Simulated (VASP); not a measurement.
# I3Ga in VASP: reference runs

Reference runs on I3Ga: the cell as given.

Program: VASP 6.6.1. These are calculated values, not measurements. Logs are shortened: lines on timing, memory, paths and dates and some standing lists are left out, and cuts for length are marked.

### 1 The structure

The cell holds a molecule in a box, 4 atoms: a = 12.000 Å, b = 14.000 Å, c = 12.000 Å, α = 90.00°, β = 90.00°, γ = 90.00°.

### 2 Single point, PBE

INCAR

```
ALGO = Normal
EDIFF = 1E-7
ENCUT = 520
GGA = PE
ISIF = 2
ISMEAR = 0
LASPH = T
LCHARG = T
LELF = T
LREAL = F
LVACPOTAV = T
LVHAR = T
LWAVE = F
NBANDS = 25
NELM = 80
PREC = Accurate
SIGMA = 0.01
```

KPOINTS

```
k-points
0
Gamma
  1 1 1
```

POSCAR

```
GaI3
1.0
   12.0000000000      0.0000000000      0.0000000000
    0.0000000000     14.0000000000      0.0000000000
    0.0000000000      0.0000000000     12.0000000000
I Ga
3 1
Direct
    0.6248875000      0.4794964300      0.6254333300
    0.3772791700      0.3536392900      0.4154833300
    0.4589125000      0.6493607100      0.3802333300
    0.4870291700      0.4941607100      0.4737166700
```

Potentials or basis: VASP PAW PBE potentials, release 64 (I, Ga_d).

Launch:

```
$ cat potpaw_PBE.64/I/POTCAR potpaw_PBE.64/Ga_d/POTCAR > POTCAR
$ mpirun -np 1 vasp_gam > vasp.out
```

OUTCAR:

```text
EDIFF = 1E-7
   ENCUT = 520
   GGA = PE
   ISIF = 2
   ISMEAR = 0
   LASPH = T
   LREAL = F
   NELM = 80
   PREC = Accurate

 ion  position               nearest neighbor table
   1  0.625  0.479  0.625-   4 2.47
   2  0.377  0.354  0.415-   4 2.47
   3  0.459  0.649  0.380-   4 2.47
   4  0.487  0.494  0.474-   2 2.47   3 2.47   1 2.47

  LATTYP: Found a simple tetragonal cell.
 ALAT       =    12.0000000000
 C/A-ratio  =     1.1666666667

  Lattice vectors:

 A1 = ( -12.0000000000,   0.0000000000,   0.0000000000)
 A2 = (   0.0000000000,   0.0000000000,  12.0000000000)
 A3 = (   0.0000000000,  14.0000000000,   0.0000000000)

Analysis of symmetry for initial positions (statically):
=====================================================================
 Subroutine PRICEL returns:
 Original cell was already a primitive cell.

 Routine SETGRP: Setting up the symmetry group for a
 simple tetragonal supercell.

 Subroutine GETGRP returns: Found  1 space group operations
 (whereof  1 operations were pure point group operations)
 out of a pool of 16 trial point group operations.

The static configuration has the point symmetry C_1 .

Analysis of symmetry for dynamics (positions and initial velocities):
=====================================================================
 Subroutine PRICEL returns:
 Original cell was already a primitive cell.

 Routine SETGRP: Setting up the symmetry group for a
 simple tetragonal supercell.

 Subroutine GETGRP returns: Found  1 space group operations
 (whereof  1 operations were pure point group operations)
 out of a pool of 16 trial point group operations.

The dynamic configuration has the point symmetry C_1 .

 Subroutine INISYM returns: Found  1 space group operations
 (whereof  1 operations are pure point group operations),
 and found     1 'primitive' translations

----------------------------------------------------------------------------------------

                                     Primitive cell

  volume of cell :    2016.0000

  direct lattice vectors                    reciprocal lattice vectors
    12.000000000  0.000000000  0.000000000     0.083333333  0.000000000  0.000000000
     0.000000000 14.000000000  0.000000000     0.000000000  0.071428571  0.000000000
     0.000000000  0.000000000 12.000000000     0.000000000  0.000000000  0.083333333

  length of vectors
    12.000000000 14.000000000 12.000000000     0.083333333  0.071428571  0.083333333

  position of ions in fractional coordinates (direct lattice)
     0.624887500  0.479496430  0.625433330
     0.377279170  0.353639290  0.415483330
     0.458912500  0.649360710  0.380233330
     0.487029170  0.494160710  0.473716670

  ion indices of the primitive-cell ions
   primitive index   ion index
                 1           1
                 2           2
                 3           3
                 4           4

----------------------------------------------------------------------------------------

 KPOINTS: k-points

Automatic generation of k-mesh.
 Grid dimensions read from file:
 generate k-points for:    1    1    1

 Generating k-lattice:

  Cartesian coordinates                     Fractional coordinates (reciprocal lattice)
     0.083333333  0.000000000  0.000000000     1.000000000  0.000000000  0.000000000
     0.000000000  0.071428571  0.000000000     0.000000000  1.000000000  0.000000000
     0.000000000  0.000000000  0.083333333     0.000000000  0.000000000  1.000000000

  Length of vectors
     0.083333333  0.071428571  0.083333333

  Shift w.r.t. Gamma in fractional coordinates (k-lattice)
     0.000000000  0.000000000  0.000000000

 Subroutine IBZKPT returns following result:
 ===========================================

 Found      1 irreducible k-points:

 Following reciprocal coordinates:
            Coordinates               Weight
  0.000000  0.000000  0.000000      1.000000
   k-points           NKPTS =      1   k-points in BZ     NKDIM =      1   number of bands    NBANDS=     25
   number of dos      NEDOS =    301   number of ions     NIONS =      4
   total plane-waves  NPLWV = 874800
   dimension x,y,z NGX =    90 NGY =  108 NGZ =   90
   dimension x,y,z NGXF=   180 NGYF=  216 NGZF=  180
   ions per type =               3   1
   NGX,Y,Z   is equivalent  to a cutoff of  12.47, 12.82, 12.47 a.u.
   NGXF,Y,Z  is equivalent  to a cutoff of  24.94, 25.65, 24.94 a.u.
 SYSTEM =  unknown system
   PREC   = accura    normal or accurate (medium, high low for compatibility)
   ISTART =      0    job   : 0-new  1-cont  2-samecut
   ICHARG =      2    charge: 1-file 2-atom 10-const
   ISPIN  =      1    spin polarized calculation?
   LNONCOLLINEAR =      F non collinear calculations
   LSORBIT =      F    spin-orbit coupling
   LASPH  =      T    aspherical Exc in radial PAW
   ENCUT  =  520.0 eV  38.22 Ry    6.18 a.u.  22.31 26.03 22.31*2*pi/ulx,y,z
   NELM   =     80;   NELMIN=  2; NELMDL= -5     # of ELM steps
   EDIFF  = 0.1E-06   stopping-criterion for ELM
   LREAL  =      F    real-space projection
   EDIFFG = 0.1E-05   stopping-criterion for IOM
   NSW    =      0    number of steps for IOM
   IBRION =     -1    ionic relax: 0-MD 1-quasi-New 2-CG
   NFREE  =      0    steps in history (QN), initial steepest desc. (CG)
   ISIF   =      2    stress and relaxation
   ISYM   =      2    0-nonsym 1-usesym 2-fastsym
   POTIM  = 0.5000    time-step for ionic-motion
   TEBEG  =    0.0;   TEEND  =   0.0 temperature during run
   PSTRESS=    0.0 pullay stress
   NELECT =      34.0000    total number of electrons
   NUPDOWN=      -1.0000    fix difference up-down
   EMIN   =  10.00;   EMAX   =-10.00  energy-range for DOS
   EFERMI =   0.00;   METHOD = LEGACY
   ISMEAR =     0;   SIGMA  =   0.01  broadening in eV -4-tet -1-fermi 0-gaus
   EFERMI_NEDOS =   21; number of points for ismear=-14 and -15
   IALGO  =     38    algorithm
   IMIX   =      4    mixing-type and parameters
     AMIX     =   0.40;   BMIX     =  1.00
     AMIX_MAG =   1.60;   BMIX_MAG =  1.00
  volume/ion in A,a.u.               =     504.00      3401.16
  Fermi-wavevector in a.u.,A,eV,Ry     =   0.419828  0.793359  2.398097  0.176255
  Thomas-Fermi vector in A             =   1.381622
   LORBIT       =      0    0 simple, 1 ext, 2 COOP (PROOUT), +10 PAW based schemes
   GGA     = PE    functional components
   LHFCALC =     F    Hartree Fock is set to
   AEXX    =    0.0000 exact exchange contribution
   IVDW    =     0    specifies the selected vdW correction
   LEPSILON=     F    determine dielectric tensor
   LRPA    =     F    only Hartree local field effects (RPA)
 non-spin polarized calculation
 Gauss-broadening in eV      SIGMA  =   0.01
  energy-cutoff  :      520.00
  volume of cell :     2016.00
 maximum number of plane-waves:     27133
 NGX is ok and might be reduce to    90
   NGX = 45   NGY = 53   NGZ = 45

 number of electron      33.9999999 magnetization

 Free energy of the ion-electron system (eV)
  ---------------------------------------------------
  ext. energy  EPLUGINS =         0.00000000
  ---------------------------------------------------
  free energy    TOTEN  =        -9.10097487 eV

  energy without entropy =       -9.10097487  energy(sigma->0) =       -9.10097487

 E-fermi :  -5.9627     XC(G=0):  -1.1852

 val. band max:       -6.0394231655   @ k =   0.0000   0.0000   0.0000
 cond. band min:      -2.8126185380   @ k =   0.0000   0.0000   0.0000
 fundamental gap:      3.2268046275
 Fermi energy:        -5.9626764821

 k-point     1 :       0.0000    0.0000    0.0000
  band No.  band energies     occupation
      1     -20.2771      2.00000
      2     -20.1794      2.00000
      3     -20.1794      2.00000
      4     -20.1515      2.00000
      5     -20.1515      2.00000
      6     -17.3196      2.00000
[... 17 lines left out ...]
     24       0.8191      0.00000
     25       0.9846      0.00000

------------------------ aborting loop because EDIFF is reached ----------------------------------------

  FORCE on cell =-STRESS in cart. coord.  units (eV):
  Direction    XX          YY          ZZ          XY          YZ          ZX
  --------------------------------------------------------------------------------------
  -------------------------------------------------------------------------------------
  Total        0.4113275      0.7863464      0.4542619      0.1394188     -0.1300996      0.3916672
  in kB        0.3268947      0.6249337      0.3610160      0.1108004     -0.1033942      0.3112700
  external PRESSURE =       0.4376148 kB  Pullay stress =       0.0000000 kB

 VOLUME and BASIS-vectors are now :
 -----------------------------------------------------------------------------
  energy-cutoff  :      520.00
  volume of cell :     2016.00
      direct lattice vectors                 reciprocal lattice vectors
    12.000000000  0.000000000  0.000000000     0.083333333  0.000000000  0.000000000
     0.000000000 14.000000000  0.000000000     0.000000000  0.071428571  0.000000000
     0.000000000  0.000000000 12.000000000     0.000000000  0.000000000  0.083333333

 POSITION                                       TOTAL-FORCE (eV/Angst)
 -----------------------------------------------------------------------------------
      7.49865      6.71295      7.50520         0.150179     -0.018707      0.165564
      4.52735      4.95095      4.98580        -0.120954     -0.180293     -0.063868
      5.50695      9.09105      4.56280        -0.030766      0.198245     -0.102352
      5.84435      6.91825      5.68460         0.001541      0.000754      0.000656
 -----------------------------------------------------------------------------------
    total drift:                                0.000628     -0.000720     -0.000590

  FREE ENERGIE OF THE ION-ELECTRON SYSTEM (eV)
  ---------------------------------------------------
  free  energy   TOTEN  =        -9.1009748698 eV

  energy  without entropy=       -9.1009748698  energy(sigma->0) =       -9.10097487
```

Wall time 2.1 min (1 thread of AMD EPYC 9R45 (Zen 5), shared host); peak memory 1.4 GiB.

What came out:

* Free energy: -9.1010 eV
* Largest force: 0.226 eV/Å
* Gap between the frontier levels: 3.23 eV

Forces on the atoms (eV/Å):
```
I    0.150 -0.019  0.166
I   -0.121 -0.180 -0.064
I   -0.031  0.198 -0.102
Ga   0.002  0.001  0.001
```

Caveat: spin-orbit coupling is left out, which moves the levels of the heavy elements.
